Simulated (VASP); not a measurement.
Take KCl (rock salt), without spin-orbit terms, in VASP with PAW potentials, and its band gap. The mesh is coarse and the basis finite, so the quasiparticle values are not converged.

Task: One run gives 13.22 eV. Which level is it?
(A) Hartree-Fock (PBE cell)
(B) G0W0@PBE (starting cell)
(C) LDA (own cell)
(D) SCAN (own cell)

Result: A, Hartree-Fock (PBE cell).  The others give 5.83 (SCAN (own cell)), 7.93 (G0W0@PBE (starting cell)), 5.10 (LDA (own cell)).

Only levels that ran to the end are used. Left out are those held back, those with too coarse a band path, GW runs whose mesh misses a band edge, hybrids' fits of cells that aren't cubic and levels without matching references; a question may draw on a part of the rest.

The compound is KCl in the rock salt structure.
